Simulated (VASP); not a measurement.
Calculation: PBE GGA, VASP's PBE PAW potentials (set 64) (plane waves; VASP).

VASP input:

**KPOINTS**
```
Automatic mesh
0
Gamma
1 1 1
```

**INCAR**
```
LMAXMIX = 4
PREC = Normal
SYSTEM = Cd31ITe31
LREAL = Auto   # projection in real space or not
NELMIN = 4
ALGO = Fast   # Davidson, then RMM-DIIS
EDIFF = 1E-5
LWAVE = .FALSE.
ENCUT = 400
ISMEAR = 0
ISYM = 0
NELECT = 566.0
NSW = 70
IBRION = 2   # conjugate gradients
LASPH = .TRUE.
LCHARG = .FALSE.
NELM = 100   # most electronic steps
ISIF = 2
SIGMA = 0.05   # width (eV)
EDIFFG = -0.03
GGA = PE
```

**POSCAR**
```
Cd31ITe31
1.0
 13.2498873629   0.0000000000   0.0000000000
  0.0000000000  13.2498873629   0.0000000000
  0.0000000000   0.0000000000  13.2498873629
Cd Te I
31 31 1
Cartesian
  6.6249436814   0.0000000000   0.0000000000
  9.9374155222   3.3124718407   0.0000000000
  9.9374155222   0.0000000000   3.3124718407
  0.0000000000   0.0000000000   0.0000000000
  3.3124718407   3.3124718407   0.0000000000
  6.6249436814   6.6249436814   0.0000000000
  9.9374155222   9.9374155222   0.0000000000
  3.3124718407   0.0000000000   3.3124718407
  9.9374155222   6.6249436814   3.3124718407
  6.6249436814   0.0000000000   6.6249436814
  9.9374155222   3.3124718407   6.6249436814
  9.9374155222   0.0000000000   9.9374155222
  0.0000000000   6.6249436814   0.0000000000
  3.3124718407   9.9374155222   0.0000000000
  0.0000000000   3.3124718407   3.3124718407
  3.3124718407   6.6249436814   3.3124718407
  6.6249436814   9.9374155222   3.3124718407
  0.0000000000   0.0000000000   6.6249436814
  3.3124718407   3.3124718407   6.6249436814
  6.6249436814   6.6249436814   6.6249436814
  9.9374155222   9.9374155222   6.6249436814
  3.3124718407   0.0000000000   9.9374155222
  6.6249436814   3.3124718407   9.9374155222
  9.9374155222   6.6249436814   9.9374155222
  0.0000000000   9.9374155222   3.3124718407
  0.0000000000   6.6249436814   6.6249436814
  3.3124718407   9.9374155222   6.6249436814
  0.0000000000   3.3124718407   9.9374155222
  3.3124718407   6.6249436814   9.9374155222
  6.6249436814   9.9374155222   9.9374155222
  0.0000000000   9.9374155222   9.9374155222
  8.2660614803   1.6650073458   1.6598928893
 11.5936514425   4.9687077611   1.6562359204
 11.5936514425   1.6562359204   4.9687077611
  1.6562359204   1.6562359204   1.6562359204
  5.0057146965   5.0092921661   1.6285171560
  8.2811796018   8.2811796018   1.6562359204
 11.5936514425  11.5936514425   1.6562359204
  4.9401675037   1.6080195802   4.9682837647
 11.5936514425   8.2811796018   4.9687077611
  8.2811796018   1.6562359204   8.2811796018
 11.5936514425   4.9687077611   8.2811796018
 11.5936514425   1.6562359204  11.5936514425
  1.6562359204   8.2811796018   1.6562359204
  4.9687077611  11.5936514425   1.6562359204
  1.6562359204   4.9687077611   4.9687077611
  4.9687077611   8.2811796018   4.9687077611
  8.2811796018  11.5936514425   4.9687077611
  1.6562359204   1.6562359204   8.2811796018
  4.9687077611   4.9687077611   8.2811796018
  8.2811796018   8.2811796018   8.2811796018
 11.5936514425  11.5936514425   8.2811796018
  4.9687077611   1.6562359204  11.5936514425
  8.2811796018   4.9687077611  11.5936514425
 11.5936514425   8.2811796018  11.5936514425
  1.6562359204  11.5936514425   4.9687077611
  1.6562359204   8.2811796018   8.2811796018
  4.9687077611  11.5936514425   8.2811796018
  1.6562359204   4.9687077611  11.5936514425
  4.9687077611   8.2811796018  11.5936514425
  8.2811796018  11.5936514425  11.5936514425
  1.6562359204  11.5936514425  11.5936514425
  8.3042609056   4.9532583924   4.9434932254
```

POTCAR, in this order: Cd Te I (PBE.64 set). Program: vasp_gam.

The resulting files:

OSZICAR:
```
...
  11 F= -.14631608E+03 E0= -.14631608E+03  d E =-.633576E-01
       N       E                     dE             d eps       ncg     rms          rms(c)
DAV:   1    -0.146319041752E+03   -0.29607E-02   -0.20166E+01   704   0.711E+00    0.922E-01
RMM:   2    -0.146334799998E+03   -0.15758E-01   -0.18445E-01   680   0.696E-01    0.237E-01
RMM:   3    -0.146336844648E+03   -0.20447E-02   -0.23388E-02   680   0.267E-01    0.233E-01
RMM:   4    -0.146336947141E+03   -0.10249E-03   -0.38794E-03   686   0.105E-01    0.172E-01
RMM:   5    -0.146336918011E+03    0.29130E-04   -0.98874E-04   680   0.522E-02    0.370E-02
RMM:   6    -0.146336936778E+03   -0.18767E-04   -0.18242E-04   605   0.202E-02    0.210E-02
RMM:   7    -0.146336934839E+03    0.19390E-05   -0.47671E-05   502   0.102E-02
  12 F= -.14633693E+03 E0= -.14633693E+03  d E =-.208514E-01
       N       E                     dE             d eps       ncg     rms          rms(c)
DAV:   1    -0.146335532330E+03    0.14044E-02   -0.85769E+00   712   0.464E+00    0.597E-01
RMM:   2    -0.146342164690E+03   -0.66324E-02   -0.77372E-02   680   0.453E-01    0.153E-01
RMM:   3    -0.146343024117E+03   -0.85943E-03   -0.98688E-03   680   0.174E-01    0.153E-01
RMM:   4    -0.146343066131E+03   -0.42014E-04   -0.16383E-03   686   0.683E-02    0.112E-01
RMM:   5    -0.146343056324E+03    0.98069E-05   -0.42869E-04   681   0.342E-02    0.238E-02
RMM:   6    -0.146343063643E+03   -0.73183E-05   -0.74299E-05   534   0.129E-02
  13 F= -.14634306E+03 E0= -.14634306E+03  d E =-.269802E-01
       N       E                     dE             d eps       ncg     rms          rms(c)
DAV:   1    -0.146307595813E+03    0.35461E-01   -0.34307E+01   688   0.928E+00    0.120E+00
RMM:   2    -0.146334254109E+03   -0.26658E-01   -0.31134E-01   680   0.912E-01    0.311E-01
RMM:   3    -0.146337715410E+03   -0.34613E-02   -0.39550E-02   680   0.348E-01    0.307E-01
RMM:   4    -0.146337904120E+03   -0.18871E-03   -0.66360E-03   687   0.137E-01    0.228E-01
RMM:   5    -0.146337852925E+03    0.51195E-04   -0.16514E-03   680   0.675E-02    0.500E-02
RMM:   6    -0.146337886593E+03   -0.33668E-04   -0.31080E-04   681   0.264E-02    0.281E-02
RMM:   7    -0.146337882093E+03    0.45002E-05   -0.79572E-05   552   0.133E-02
  14 F= -.14633788E+03 E0= -.14633788E+03  d E =-.217987E-01
       N       E                     dE             d eps       ncg     rms          rms(c)
DAV:   1    -0.146327066809E+03    0.10820E-01   -0.19333E+01   688   0.697E+00    0.890E-01
RMM:   2    -0.146341926066E+03   -0.14859E-01   -0.17338E-01   680   0.681E-01    0.231E-01
RMM:   3    -0.146343840314E+03   -0.19142E-02   -0.22008E-02   680   0.261E-01    0.223E-01
RMM:   4    -0.146343937630E+03   -0.97316E-04   -0.36726E-03   687   0.102E-01    0.163E-01
RMM:   5    -0.146343919253E+03    0.18377E-04   -0.91243E-04   680   0.502E-02    0.333E-02
RMM:   6    -0.146343936678E+03   -0.17425E-04   -0.16615E-04   600   0.192E-02    0.192E-02
RMM:   7    -0.146343935998E+03    0.67952E-06   -0.39635E-05   493   0.966E-03
  15 F= -.14634394E+03 E0= -.14634394E+03  d E =-.278526E-01
       N       E                     dE             d eps       ncg     rms          rms(c)
DAV:   1    -0.146342138741E+03    0.17979E-02   -0.79800E+00   696   0.446E+00    0.718E-01
RMM:   2    -0.146350502130E+03   -0.83634E-02   -0.96545E-02   680   0.473E-01    0.155E-01
RMM:   3    -0.146351499705E+03   -0.99757E-03   -0.11666E-02   681   0.184E-01    0.152E-01
RMM:   4    -0.146351563085E+03   -0.63380E-04   -0.17812E-03   685   0.730E-02    0.111E-01
RMM:   5    -0.146351561336E+03    0.17490E-05   -0.49844E-04   681   0.366E-02    0.166E-02
RMM:   6    -0.146351567826E+03   -0.64896E-05   -0.10174E-04   556   0.150E-02    0.142E-02
RMM:   7    -0.146351568777E+03   -0.95093E-06   -0.19803E-05   428   0.668E-03
  16 F= -.14635157E+03 E0= -.14635157E+03  d E =-.763278E-02
       N       E                     dE             d eps       ncg     rms          rms(c)
DAV:   1    -0.146350925013E+03    0.64281E-03   -0.11132E+00   736   0.166E+00    0.265E-01
RMM:   2    -0.146352095854E+03   -0.11708E-02   -0.13470E-02   680   0.177E-01    0.575E-02
RMM:   3    -0.146352233957E+03   -0.13810E-03   -0.16196E-03   680   0.691E-02    0.572E-02
RMM:   4    -0.146352245011E+03   -0.11054E-04   -0.26912E-04   685   0.278E-02    0.417E-02
RMM:   5    -0.146352244531E+03    0.47945E-06   -0.70905E-05   536   0.138E-02
  17 F= -.14635224E+03 E0= -.14635224E+03  d E =-.830853E-02
       N       E                     dE             d eps       ncg     rms          rms(c)
DAV:   1    -0.146351801308E+03    0.44370E-03   -0.38038E+00   688   0.310E+00    0.388E-01
RMM:   2    -0.146355000886E+03   -0.31996E-02   -0.36908E-02   680   0.306E-01    0.935E-02
RMM:   3    -0.146355392098E+03   -0.39121E-03   -0.45440E-03   681   0.119E-01    0.916E-02
RMM:   4    -0.146355411241E+03   -0.19143E-04   -0.68617E-04   686   0.464E-02    0.677E-02
RMM:   5    -0.146355408399E+03    0.28421E-05   -0.19474E-04   673   0.233E-02    0.122E-02
RMM:   6    -0.146355411035E+03   -0.26360E-05   -0.34945E-05   475   0.914E-03
  18 F= -.14635541E+03 E0= -.14635541E+03  d E =-.316650E-02
       N       E                     dE             d eps       ncg     rms          rms(c)
DAV:   1    -0.146355237475E+03    0.17092E-03   -0.87610E-01   720   0.149E+00    0.181E-01
RMM:   2    -0.146355984145E+03   -0.74667E-03   -0.85322E-03   680   0.147E-01    0.450E-02
RMM:   3    -0.146356072622E+03   -0.88477E-04   -0.10310E-03   680   0.568E-02    0.463E-02
RMM:   4    -0.146356077943E+03   -0.53206E-05   -0.16873E-04   678   0.224E-02    0.340E-02
RMM:   5    -0.146356077366E+03    0.57645E-06   -0.45856E-05   495   0.112E-02
  19 F= -.14635608E+03 E0= -.14635608E+03  d E =-.383283E-02
       N       E                     dE             d eps       ncg     rms          rms(c)
DAV:   1    -0.146352465621E+03    0.36123E-02   -0.35031E+00   696   0.297E+00    0.371E-01
RMM:   2    -0.146355366362E+03   -0.29007E-02   -0.33473E-02   680   0.294E-01    0.891E-02
RMM:   3    -0.146355724454E+03   -0.35809E-03   -0.41623E-03   681   0.114E-01    0.887E-02
RMM:   4    -0.146355742412E+03   -0.17958E-04   -0.62584E-04   685   0.445E-02    0.642E-02
RMM:   5    -0.146355742142E+03    0.27061E-06   -0.17830E-04   672   0.225E-02    0.113E-02
RMM:   6    -0.146355744589E+03   -0.24478E-05   -0.33958E-05   475   0.899E-03
  20 F= -.14635574E+03 E0= -.14635574E+03  d E =-.350006E-02
       N       E                     dE             d eps       ncg     rms          rms(c)
DAV:   1    -0.146354593988E+03    0.11482E-02   -0.17394E+00   696   0.210E+00    0.263E-01
RMM:   2    -0.146356021677E+03   -0.14277E-02   -0.16524E-02   680   0.206E-01    0.621E-02
RMM:   3    -0.146356196258E+03   -0.17458E-03   -0.20483E-03   681   0.800E-02    0.585E-02
RMM:   4    -0.146356203987E+03   -0.77291E-05   -0.30587E-04   685   0.311E-02    0.421E-02
RMM:   5    -0.146356202777E+03    0.12098E-05   -0.82672E-05   584   0.155E-02
  21 F= -.14635620E+03 E0= -.14635620E+03  d E =-.395825E-02
       N       E                     dE             d eps       ncg     rms          rms(c)
DAV:   1    -0.146354521131E+03    0.16829E-02   -0.53010E+00   688   0.363E+00    0.349E-01
RMM:   2    -0.146357955277E+03   -0.34341E-02   -0.39177E-02   680   0.331E-01    0.891E-02
RMM:   3    -0.146358403185E+03   -0.44791E-03   -0.50194E-03   681   0.127E-01    0.907E-02
RMM:   4    -0.146358419809E+03   -0.16624E-04   -0.70926E-04   684   0.486E-02    0.694E-02
RMM:   5    -0.146358413423E+03    0.63859E-05   -0.20508E-04   679   0.245E-02    0.147E-02
RMM:   6    -0.146358415979E+03   -0.25564E-05   -0.31568E-05   460   0.910E-03
  22 F= -.14635842E+03 E0= -.14635842E+03  d E =-.221320E-02
```

**OUTCAR**
```
------------------------ aborting loop because EDIFF is reached ----------------------------------------
  FORCE on cell =-STRESS in cart. coord.  units (eV):
  Direction    XX          YY          ZZ          XY          YZ          ZX
  --------------------------------------------------------------------------------------
  Total        2.9674473      2.9418707      2.8920125     -0.0961847     -0.0804968     -0.1012918
  in kB        2.0438877      2.0262714      1.9919305     -0.0662491     -0.0554438     -0.0697667
  external PRESSURE =       2.0206965 kB  Pullay stress =       0.0000000 kB
  volume of cell :     2326.14
      direct lattice vectors                 reciprocal lattice vectors
    13.249887363  0.000000000  0.000000000     0.075472340  0.000000000  0.000000000
     0.000000000 13.249887363  0.000000000     0.000000000  0.075472340  0.000000000
     0.000000000  0.000000000 13.249887363     0.000000000  0.000000000  0.075472340
  FREE ENERGIE OF THE ION-ELECTRON SYSTEM (eV)
  ---------------------------------------------------
  free  energy   TOTEN  =      -146.3584159791 eV

  energy  without entropy=     -146.3584159791  energy(sigma->0) =     -146.35841598

 reached required accuracy - stopping structural energy minimisation
```
(Selected blocks of OUTCAR.)

File CONTCAR:
```
Cd31ITe31
   1.00000000000000
    13.2498873628999991    0.0000000000000000    0.0000000000000000
     0.0000000000000000   13.2498873628999991    0.0000000000000000
     0.0000000000000000    0.0000000000000000   13.2498873628999991
  Cd              Te              I
    31    31     1
Direct
     0.5070280437164045    0.0056841483943018    0.0058746454930515
     0.7417871847330645    0.2398898159203589    0.0030617941907587
     0.7419133308218174    0.0029790845320677    0.2396638196632367
     0.0010516836857419    0.0013577400005043    0.0012039118621397
     0.2567407383523660    0.2568673374025961    0.0056776084871408
     0.4894626929339984    0.4931001537276783    0.0040368836579988
     0.7491921248995200    0.7498820333589646    0.0001860821718106
     0.2561538049801921    0.0054020197148517    0.2568725067256265
     0.7572725185976087    0.5069129701405211    0.2408409994459570
     0.4892797375838615    0.0042740158103511    0.4928396521417441
     0.7572983437703381    0.2410131343610764    0.5068659417283362
     0.7491872491387905    0.0002564321426333    0.7498743953028434
     0.0000770139746111    0.4985840373448305    0.0003119694538124
     0.2510705204961616    0.7507703221173652    0.0009878187545424
     0.0023064339057860    0.2501235089049545    0.2499963862577398
     0.2537890089925799    0.4922186225236557    0.2387742692527552
     0.5000602473504683    0.7524672257615896    0.2505262626741154
     0.9997137046332879    0.0005813881682795    0.4983872319682346
     0.2535969305930707    0.2387310602356398    0.4920744187428914
     0.4910749987398381    0.5070094819040901    0.5069348998779357
     0.7479600253277364    0.7523453193801707    0.4978526719202376
     0.2510337475474651    0.0012607925222954    0.7509179648890999
     0.4999979703322877    0.2505258824572641    0.7521338111327032
     0.7481171563011597    0.4977682315335781    0.7522786574379744
     0.0000342615795081    0.7505409594018948    0.2499597523942091
     0.0023030075343286    0.4979649873333883    0.4979696062492985
     0.2502118760541711    0.7497903624374652    0.4988345515521087
     0.0001685517852070    0.2497374717560926    0.7506334092525482
     0.2502361302265914    0.4987088671613815    0.7496729965348727
     0.4994193350324554    0.7502929226274961    0.7502908789619774
     0.0005816343934442    0.7502651248973257    0.7504513666217566
     0.6138633496490014    0.1354892525877518    0.1355336428864907
     0.8735602621758081    0.3711605490627701    0.1226495843032500
     0.8734608819916949    0.1227972877684845    0.3709767043133507
     0.1273889030674610    0.1252334935566843    0.1250112654366982
     0.3860790572930863    0.3637426440690826    0.1355673347695020
     0.6214435995125533    0.6239870013794975    0.1233384094358818
     0.8747997108935260    0.8748671937362124    0.1247603612151487
     0.3858718048323567    0.1355206200402871    0.3635093744202861
     0.8752935937640189    0.6251322193585491    0.3758060433776467
     0.6214494657050926    0.1233300786349095    0.6238057628245345
     0.8753893866226125    0.3757395902005928    0.6251216331841773
     0.8745196560353347    0.1248080796837503    0.8749306937104175
     0.1245506903863274    0.6249064262373286    0.1247076437102104
     0.3752625816875900    0.8768829246873608    0.1247692561093497
     0.1276446354472566    0.3743158301194068    0.3742452073892812
     0.3727195465829807    0.6235331780580319    0.3712125815397756
     0.6241662193314551    0.8776472411591373    0.3748794816695226
     0.1244007357523249    0.1246854871465165    0.6248472615589132
     0.3726454955083250    0.3711327880097258    0.6233286871249342
     0.6256577467207709    0.6252161098115252    0.6252774274803683
     0.8748526157272297    0.8748648758624171    0.6245513650330786
     0.3754167140327214    0.1248247678778234    0.8768293042938431
     0.6242284900577115    0.3749439781979731    0.8774501606143247
     0.8748745492990352    0.6244669667819506    0.8748458222993721
     0.1254120883657121    0.8754207472750803    0.3741768724866043
     0.1248722345328407    0.6245462486048975    0.6245446630998264
     0.3746502312152729    0.8748661730087801    0.6246752498705501
     0.1256559157844344    0.3740181808651750    0.8753778529278473
     0.3746805293547428    0.6245811292851222    0.8747187887749007
     0.6241739764544612    0.8752815731978352    0.8752557731797268
     0.1253715435065612    0.8753818822118952    0.8753312033937254
     0.6287637806958408    0.3782900275487818    0.3782264227670099
```

The cell is charged, with a uniform compensating background. The supercell is sampled at Γ alone, which is coarse: total energies, pressure and levels can be off, energies of defects by several tenths of an eV.

The cell is a supercell with a defect, built from CdTe (zinc blende): I_Te-vac_Cd, charge -1. The run is not spin-polarised, so no state with unpaired spins was tried.
